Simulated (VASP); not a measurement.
# GaGe (F-43m) in VASP: notebook

The runs below take GaGe through single point, with r2SCAN.

Program: VASP 6.6.1. These are calculated values, not measurements. Logs are shortened: lines on timing, memory, paths and dates and some standing lists are left out, and cuts for length are marked.

## Step 1: The crystal as given

It takes space group F-43m (No. 216, cubic). The conventional cell has a = 5.796 Å, b = 5.796 Å, c = 5.796 Å, α = 90.00°, β = 90.00°, γ = 90.00°. Ge (site symmetry -43m) is surrounded by 4 Ga at 2.51 Å. Ga (site symmetry -43m) is surrounded by 4 Ge at 2.51 Å.

The cell comes from a database or a generator and needn't be the stable form of this composition.

## Step 2: Single point, r2SCAN

File INCAR:

```
SYSTEM = GaGe
PREC = Accurate ; ENCUT = 300
EDIFF = 1E-6 ; ISMEAR = -1
SIGMA = 0.1 ; LREAL = .False.
LASPH = .True. ; NELM = 100
ALGO = Normal ; ISIF = 2
LWAVE = .False. ; LCHARG = .False.
METAGGA = R2SCAN ; LMIXTAU = .True.
NBANDS = 10 ; ADDGRID = .False.
```

File KPOINTS:

```
regular mesh
0
Gamma
  5 5 5
  0 0 0
```

File POSCAR:

```
GaGe
1.0
    0.0000000000      2.8978440000      2.8978440000
    2.8978440000      0.0000000000      2.8978440000
    2.8978440000      2.8978440000      0.0000000000
Ge Ga
1 1
Direct
    0.0000000000      0.0000000000      0.0000000000
    0.2500000000      0.2500000000      0.2500000000
```

Potentials or basis: VASP PAW PBE potentials, release 64 (Ge, Ga).

Command:

```console
$ cat potpaw_PBE.64/Ge/POTCAR potpaw_PBE.64/Ga/POTCAR > POTCAR
$ mpirun -np 1 vasp_std > vasp.out
```

OUTCAR:

```text
SYSTEM = GaGe
   PREC = Accurate
   ENCUT = 300
   EDIFF = 1E-6
   ISMEAR = -1
   LREAL = .False.
   LASPH = .True.
   NELM = 100
   ISIF = 2
   METAGGA = R2SCAN

 Found     10 irreducible k-points:

 Following reciprocal coordinates:
            Coordinates               Weight
  0.000000  0.000000  0.000000      1.000000
  0.200000  0.000000  0.000000      8.000000
  0.400000  0.000000  0.000000      8.000000
  0.200000  0.200000  0.000000      6.000000
  0.400000  0.200000  0.000000     24.000000
 -0.400000  0.200000  0.000000     24.000000
   k-points           NKPTS =     10   k-points in BZ     NKDIM =     10   number of bands    NBANDS=     10
   number of dos      NEDOS =    301   number of ions     NIONS =      2
   total plane-waves  NPLWV =  13824
   dimension x,y,z NGX =    24 NGY =   24 NGZ =   24
   dimension x,y,z NGXF=    48 NGYF=   48 NGZF=   48
   ions per type =               1   1
   NGX,Y,Z   is equivalent  to a cutoff of   9.74,  9.74,  9.74 a.u.
   NGXF,Y,Z  is equivalent  to a cutoff of  19.47, 19.47, 19.47 a.u.
 SYSTEM =  GaGe
   PREC   = accura    normal or accurate (medium, high low for compatibility)
   ISTART =      0    job   : 0-new  1-cont  2-samecut
   ICHARG =      2    charge: 1-file 2-atom 10-const
   ISPIN  =      1    spin polarized calculation?
   LNONCOLLINEAR =      F non collinear calculations
   LSORBIT =      F    spin-orbit coupling
   LASPH  =      T    aspherical Exc in radial PAW
   ENCUT  =  300.0 eV  22.05 Ry    4.70 a.u.   5.79  5.79  5.79*2*pi/ulx,y,z
   NELM   =    100;   NELMIN=  2; NELMDL= -5     # of ELM steps
   EDIFF  = 0.1E-05   stopping-criterion for ELM
   LREAL  =      F    real-space projection
   EDIFFG = 0.1E-04   stopping-criterion for IOM
   NSW    =      0    number of steps for IOM
   IBRION =     -1    ionic relax: 0-MD 1-quasi-New 2-CG
   NFREE  =      0    steps in history (QN), initial steepest desc. (CG)
   ISIF   =      2    stress and relaxation
   ISYM   =      2    0-nonsym 1-usesym 2-fastsym
   POTIM  = 0.5000    time-step for ionic-motion
   TEBEG  =    0.0;   TEEND  =   0.0 temperature during run
   PSTRESS=    0.0 pullay stress
   NELECT =       7.0000    total number of electrons
   NUPDOWN=      -1.0000    fix difference up-down
   EMIN   =  10.00;   EMAX   =-10.00  energy-range for DOS
   EFERMI =   0.00;   METHOD = LEGACY
   ISMEAR =    -1;   SIGMA  =   0.10  broadening in eV -4-tet -1-fermi 0-gaus
   EFERMI_NEDOS =   21; number of points for ismear=-14 and -15
   IALGO  =     38    algorithm
   IMIX   =      4    mixing-type and parameters
     AMIX     =   0.40;   BMIX     =  1.00
     AMIX_MAG =   1.60;   BMIX_MAG =  1.00
  volume/ion in A,a.u.               =      24.33       164.22
  Fermi-wavevector in a.u.,A,eV,Ry     =   0.857740  1.620894 10.010058  0.735719
  Thomas-Fermi vector in A             =   1.974840
   LORBIT       =      0    0 simple, 1 ext, 2 COOP (PROOUT), +10 PAW based schemes
   METAGGA = R2SCAN    functional components
   LHFCALC =     F    Hartree Fock is set to
   AEXX    =    0.0000 exact exchange contribution
   IVDW    =     0    specifies the selected vdW correction
   LEPSILON=     F    determine dielectric tensor
   LRPA    =     F    only Hartree local field effects (RPA)
 non-spin polarized calculation
  energy-cutoff  :      300.00
  volume of cell :       48.67
 maximum number of plane-waves:       589
   NGX = 11   NGY = 11   NGZ = 11

 number of electron       7.0000000 magnetization

 Free energy of the ion-electron system (eV)
  ---------------------------------------------------
  ext. energy  EPLUGINS =         0.00000000
  ---------------------------------------------------
  free energy    TOTEN  =       -24.99822054 eV

  energy without entropy =      -24.96531956  energy(sigma->0) =      -24.98177005

 E-fermi :   1.1673     XC(G=0):  -9.1482

 val. band max:        1.0360585626   @ k =  -0.4000   0.2000   0.0000
 cond. band min:       1.3376243335   @ k =   0.2000   0.2000   0.0000
 fundamental gap:      0.3015657709
 Fermi energy:         1.1673308592

 k-point     1 :       0.0000    0.0000    0.0000
  band No.  band energies     occupation
      1      -9.8021      2.00000
      2       2.9168      0.00000
      3       2.9168      0.00000
      4       2.9168      0.00000
      5       3.7707      0.00000
      6       5.8004      0.00000
      7       5.8004      0.00000
      8       5.8004      0.00000
      9       9.6073      0.00000
     10      12.2582      0.00000

 k-point     2 :       0.2000    0.0000    0.0000
  band No.  band energies     occupation
      1      -9.3293      2.00000
      2      -0.6056      2.00000
      3       2.2748      0.00003
      4       2.2749      0.00003
      5       4.2724      0.00000
      6       6.6300      0.00000
      7       6.6300      0.00000
      8       7.9700      0.00000
      9      11.0998      0.00000
     10      11.1167      0.00000

 k-point     3 :       0.4000    0.0000    0.0000
  band No.  band energies     occupation
      1      -8.1438      2.00000
      2      -3.7699      2.00000
      3       1.6326      0.01889
      4       1.6326      0.01889
      5       3.6963      0.00000
      6       6.8855      0.00000
      7       6.8855      0.00000
      8      10.0946      0.00000
      9      11.9422      0.00000
     10      12.7869      0.00000

 k-point     4 :       0.2000    0.2000    0.0000
  band No.  band energies     occupation
      1      -9.1654      2.00000
      2      -0.4822      2.00000
      3       1.3376      0.30816
      4       1.3376      0.30816
      5       4.5044      0.00000
      6       6.1915      0.00000
      7       8.1883      0.00000
      8       8.1883      0.00000
      9       9.7053      0.00000
     10      12.3111      0.00000

 k-point     5 :       0.4000    0.2000    0.0000
  band No.  band energies     occupation
      1      -8.1539      2.00000
      2      -3.0108      2.00000
      3       0.0934      1.99996
      4       0.7633      1.96541
      5       4.7739      0.00000
      6       6.7471      0.00000
      7       8.0857      0.00000
      8       8.8619      0.00000
      9      12.7215      0.00000
     10      13.4080      0.00000

 k-point     6 :      -0.4000    0.2000    0.0000
  band No.  band energies     occupation
      1      -7.4629      2.00000
      2      -4.1950      2.00000
      3      -0.7197      2.00000
      4       1.0361      1.57594
      5       4.9065      0.00000
      6       7.3967      0.00000
      7       8.2061      0.00000
      8      10.4134      0.00000
      9      11.3951      0.00000
     10      12.2889      0.00000

 [... further k-points ...]

------------------------ aborting loop because EDIFF is reached ----------------------------------------

  FORCE on cell =-STRESS in cart. coord.  units (eV):
  Direction    XX          YY          ZZ          XY          YZ          ZX
  --------------------------------------------------------------------------------------
  -------------------------------------------------------------------------------------
  Total       -0.7239448     -0.7239448     -0.7239448      0.0000000     -0.0000000      0.0000000
  in kB      -23.8320297    -23.8320297    -23.8320297      0.0000000     -0.0000000      0.0000000
  external PRESSURE =     -23.8320297 kB  Pullay stress =       0.0000000 kB

 VOLUME and BASIS-vectors are now :
 -----------------------------------------------------------------------------
  energy-cutoff  :      300.00
  volume of cell :       48.67
      direct lattice vectors                 reciprocal lattice vectors
     0.000000000  2.897844000  2.897844000    -0.172542069  0.172542069  0.172542069
     2.897844000  0.000000000  2.897844000     0.172542069 -0.172542069  0.172542069
     2.897844000  2.897844000  0.000000000     0.172542069  0.172542069 -0.172542069

 POSITION                                       TOTAL-FORCE (eV/Angst)
 -----------------------------------------------------------------------------------
      0.00000      0.00000      0.00000         0.000000      0.000000      0.000000
      1.44892      1.44892      1.44892        -0.000000     -0.000000     -0.000000
 -----------------------------------------------------------------------------------
    total drift:                               -0.000000     -0.000000     -0.000000

  FREE ENERGIE OF THE ION-ELECTRON SYSTEM (eV)
  ---------------------------------------------------
  free  energy   TOTEN  =       -24.9982205385 eV

  energy  without entropy=      -24.9653195576  energy(sigma->0) =      -24.98177005
```

Wall time 13 s (1 thread of Intel Xeon Platinum 8488C (Sapphire Rapids), shared host); peak memory 0.13 GiB.

The run converged, but some of its settings lie outside the range that counts as converged, so its numbers aren't taken as properties of the crystal.

What came out:

| Quantity | Value |
| --- | --- |
| Free energy | -24.9982 eV |
| Pressure | -2.4 GPa |
| Band gap on the k mesh | none (metal or under the smearing width) |

Caveat: the k mesh is coarse (spacing up to 0.38 Å⁻¹), so the values aren't converged; the PAW data sets were made with another functional, which shifts forces and pressure a little.

## Step 3: Single point, r2SCAN

Changes to INCAR since step 2:

```diff
@@ -1,3 +1,3 @@
 SYSTEM = GaGe
-PREC = Accurate ; ENCUT = 300
+PREC = Accurate ; ENCUT = 350
 EDIFF = 1E-6 ; ISMEAR = -1
```

KPOINTS is that of step 2.

POSCAR is that of step 2.

Potentials or basis: VASP PAW PBE potentials, release 64 (Ge, Ga).

Command:

```console
$ cat potpaw_PBE.64/Ge/POTCAR potpaw_PBE.64/Ga/POTCAR > POTCAR
$ mpirun -np 1 vasp_std > vasp.out
```

It took 19 s on 1 thread of Intel Xeon Platinum 8488C (Sapphire Rapids), shared host; peak memory 0.16 GiB.

These settings aren't checked as converged: the numbers below hold their error.

What came out:

| Item | Value |
| --- | --- |
| Free energy | -24.9994 eV |
| Pressure | -2.4 GPa |
| Band gap on the k mesh | none (metal or under the smearing width) |

Caveat: the k mesh is coarse (spacing up to 0.38 Å⁻¹), so the values aren't converged; the PAW data sets were made with another functional, which shifts forces and pressure a little.

## Step 4: Single point, r2SCAN

Changes to INCAR since step 3:

```diff
@@ -1,3 +1,3 @@
 SYSTEM = GaGe
-PREC = Accurate ; ENCUT = 350
+PREC = Accurate ; ENCUT = 550
 EDIFF = 1E-6 ; ISMEAR = -1
```

File KPOINTS:

```
regular mesh
0
Gamma
  4 4 4
  0 0 0
```

POSCAR is that of step 3.

Potentials or basis: VASP PAW PBE potentials, release 64 (Ge, Ga).

Command:

```console
$ cat potpaw_PBE.64/Ge/POTCAR potpaw_PBE.64/Ga/POTCAR > POTCAR
$ mpirun -np 1 vasp_std > vasp.out
```

OUTCAR:

```text
SYSTEM = GaGe
   PREC = Accurate
   ENCUT = 550
   EDIFF = 1E-6
   ISMEAR = -1
   LREAL = .False.
   LASPH = .True.
   NELM = 100
   ISIF = 2
   METAGGA = R2SCAN

 Found      8 irreducible k-points:

 Following reciprocal coordinates:
            Coordinates               Weight
  0.000000  0.000000  0.000000      1.000000
  0.250000  0.000000  0.000000      8.000000
  0.500000  0.000000  0.000000      4.000000
  0.250000  0.250000  0.000000      6.000000
  0.500000  0.250000  0.000000     24.000000
 -0.250000  0.250000  0.000000     12.000000
   k-points           NKPTS =      8   k-points in BZ     NKDIM =      8   number of bands    NBANDS=     10
   number of dos      NEDOS =    301   number of ions     NIONS =      2
   total plane-waves  NPLWV =  32768
   dimension x,y,z NGX =    32 NGY =   32 NGZ =   32
   dimension x,y,z NGXF=    64 NGYF=   64 NGZF=   64
   ions per type =               1   1
   NGX,Y,Z   is equivalent  to a cutoff of  12.98, 12.98, 12.98 a.u.
   NGXF,Y,Z  is equivalent  to a cutoff of  25.96, 25.96, 25.96 a.u.
 SYSTEM =  GaGe
   PREC   = accura    normal or accurate (medium, high low for compatibility)
   ISTART =      0    job   : 0-new  1-cont  2-samecut
   ICHARG =      2    charge: 1-file 2-atom 10-const
   ISPIN  =      1    spin polarized calculation?
   LNONCOLLINEAR =      F non collinear calculations
   LSORBIT =      F    spin-orbit coupling
[... 64 lines left out ...]
      5       3.7864      0.00000
      6       5.8074      0.00000
      7       5.8074      0.00000
      8       5.8074      0.00000
      9       9.6127      0.00000
     10      12.2603      0.00000
[... 53 lines left out ...]
 k-point     6 :      -0.2500    0.2500    0.0000
  band No.  band energies     occupation
      1      -7.9682      2.00000
      2      -3.1921      2.00000
      3      -0.9218      2.00000
      4       1.4563      0.87803
      5       5.2218      0.00000
      6       7.9735      0.00000
      7       8.2532      0.00000
      8       8.4526      0.00000
      9      10.5444      0.00000
     10      12.6349      0.00000

 [... further k-points ...]

------------------------ aborting loop because EDIFF is reached ----------------------------------------

  FORCE on cell =-STRESS in cart. coord.  units (eV):
  Direction    XX          YY          ZZ          XY          YZ          ZX
  --------------------------------------------------------------------------------------
  -------------------------------------------------------------------------------------
  Total       -0.7898315     -0.7898315     -0.7898315      0.0000000      0.0000000      0.0000000
  in kB      -26.0009982    -26.0009982    -26.0009982      0.0000000      0.0000000      0.0000000
  external PRESSURE =     -26.0009982 kB  Pullay stress =       0.0000000 kB

 VOLUME and BASIS-vectors are now :
 -----------------------------------------------------------------------------
  energy-cutoff  :      550.00
  volume of cell :       48.67
      direct lattice vectors                 reciprocal lattice vectors
     0.000000000  2.897844000  2.897844000    -0.172542069  0.172542069  0.172542069
     2.897844000  0.000000000  2.897844000     0.172542069 -0.172542069  0.172542069
     2.897844000  2.897844000  0.000000000     0.172542069  0.172542069 -0.172542069

 POSITION                                       TOTAL-FORCE (eV/Angst)
 -----------------------------------------------------------------------------------
      0.00000      0.00000      0.00000         0.000000      0.000000      0.000000
      1.44892      1.44892      1.44892        -0.000000     -0.000000     -0.000000
 -----------------------------------------------------------------------------------
    total drift:                                0.000000      0.000000      0.000000

  FREE ENERGIE OF THE ION-ELECTRON SYSTEM (eV)
  ---------------------------------------------------
  free  energy   TOTEN  =       -24.9642968070 eV

  energy  without entropy=      -24.9233949611  energy(sigma->0) =      -24.94384588
```

OSZICAR:

```text
N       E                     dE             d eps       ncg     rms          rms(c)
DAV:   1    -0.759458323316E+01   -0.75946E+01   -0.30496E+03   160   0.581E+02
DAV:   2    -0.250921364379E+02   -0.17498E+02   -0.17093E+02   202   0.752E+01
DAV:   3    -0.255569158272E+02   -0.46478E+00   -0.46316E+00   212   0.118E+01
DAV:   4    -0.255581303269E+02   -0.12145E-02   -0.12144E-02   180   0.656E-01
DAV:   5    -0.255581321562E+02   -0.18293E-05   -0.18294E-05   200   0.294E-02    0.302E+00
DAV:   6    -0.249061413145E+02    0.65199E+00   -0.18079E-01   170   0.269E+00    0.199E+00
DAV:   7    -0.249876344958E+02   -0.81493E-01   -0.11321E-01   160   0.217E+00    0.180E-01
DAV:   8    -0.249228454760E+02    0.64789E-01   -0.97268E-02   160   0.207E+00    0.224E-01
DAV:   9    -0.249490080379E+02   -0.26163E-01   -0.44126E-03   172   0.442E-01    0.910E-02
DAV:  10    -0.249625141201E+02   -0.13506E-01   -0.56957E-03   160   0.606E-01    0.346E-02
DAV:  11    -0.249636124433E+02   -0.10983E-02   -0.18559E-04   182   0.103E-01    0.213E-02
DAV:  12    -0.249641006722E+02   -0.48823E-03   -0.31622E-04   166   0.146E-01    0.123E-02
DAV:  13    -0.249642426921E+02   -0.14202E-03   -0.74784E-05   170   0.667E-02    0.565E-03
DAV:  14    -0.249642792889E+02   -0.36597E-04   -0.71161E-06   176   0.201E-02    0.321E-03
DAV:  15    -0.249642919684E+02   -0.12679E-04   -0.44834E-06   168   0.147E-02    0.166E-03
DAV:  16    -0.249642967686E+02   -0.48002E-05   -0.30772E-06   174   0.137E-02    0.674E-04
DAV:  17    -0.249642968070E+02   -0.38453E-07   -0.19793E-07    94   0.334E-03
   1 F= -.24964297E+02 E0= -.24943846E+02  d E =-.409018E-01
```

Wall time 19 s (1 thread of Intel Xeon Platinum 8488C (Sapphire Rapids), shared host); peak memory 0.18 GiB.

The run converged, but some of its settings lie outside the range that counts as converged, so its numbers aren't taken as properties of the crystal.

What came out:

| Quantity | Value |
| --- | --- |
| Free energy | -24.9643 eV |
| Pressure | -2.6 GPa |
| Band gap on the k mesh | none (metal or under the smearing width) |

Caveat: the k mesh is coarse (spacing up to 0.47 Å⁻¹), so the values aren't converged; the PAW data sets were made with another functional, which shifts forces and pressure a little.

[end of part 1 of 2]
